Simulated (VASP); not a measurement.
```
CELL_PARAMETERS angstrom
      2.92776     0.00000     0.00000
     -1.46388     2.53551     0.00000
      0.00000     0.00000     6.98781
ATOMIC_POSITIONS crystal
  Sn 0.33333 0.66667 0.03637
  Sn 0.66667 0.33333 0.53637
  O  0.33333 0.66667 0.33863
  O  0.66667 0.33333 0.83863
```

All values below come from PBEsol GGA, VASP's PBE PAW potentials (set 64) (plane waves; VASP). Settings: 620 eV cut-off, 12×12×5 Γ-centred mesh, first-order Methfessel-Paxton smearing of 0.10 eV, potentials Sn_d O.

Energy and stress use the plane-wave basis of the starting cell.

Q: The ions, cell shape and volume at an external pressure of 45.0 GPa are relaxed. Predict the relaxed structure.

A: 
```
CELL_PARAMETERS angstrom
      2.84969     0.00000     0.00000
     -1.42485     2.46791     0.00000
      0.00000     0.00000     6.91970
ATOMIC_POSITIONS crystal
  Sn 0.33333 0.66667 0.03828
  Sn 0.66667 0.33333 0.53828
  O  0.33333 0.66667 0.33672
  O  0.66667 0.33333 0.83672
```
Space group P6_3mc (186), at a tolerance of 0.03 Å.

Q: How do energy and volume change from the first to the last step?

A: The energy (σ→0) changes by +185.5 meV/atom and the volume by -6.2 %, in 8 ionic steps.

```tsv
step	E(σ→0) (eV)	max force (eV/Å)	pressure (GPa)	volume (Å³)
1	-21.4747	0.017	29.94	51.87
2	-18.4071	1.218	93.31	43.25
3	-20.8516	0.297	44.30	49.16
4	-20.8238	0.309	44.90	49.06
5	-20.7196	0.039	45.01	48.62
6	-20.7349	0.072	45.00	48.67
7	-20.7311	0.049	45.03	48.66
8	-20.7329	0.000	45.00	48.66
```

The structure was generated: SnO was put into the wurtzite type (P6_3mc), which need not be its known phase. This run relaxes it under an external pressure of 45 GPa. Symmetry was kept, so distortions that lower it aren't found.
